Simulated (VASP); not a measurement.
Consider the following.

```
CELL_PARAMETERS angstrom
      0.00000     2.05485     2.05485
      2.05485     0.00000     2.05485
      2.05485     2.05485     0.00000
ATOMIC_POSITIONS crystal
  Mg 0.00000 0.00000 0.00000
  O  0.50000 0.50000 0.50000
```

Calculation: PBE GGA, VASP's PBE PAW potentials (set 64) (plane waves; VASP). Run with 400 eV cut-off, 11×11×11 Γ-centred mesh, Gaussian smearing of 0.010 eV, potentials Mg O.

At this cut-off the stress carries a Pulay error, which pulls relaxed volumes low.

### Question
Give the stress tensor in GPa (positive for a compressed cell).

### Answer

```
13.02   0.00   0.00
 0.00  13.02   0.00
 0.00   0.00  13.02
```
The pressure is its mean diagonal, 13.02 GPa.

The structure comes from a computed database's MgO entry; how it stands against other phases isn't given here. The cell was not relaxed at this level.
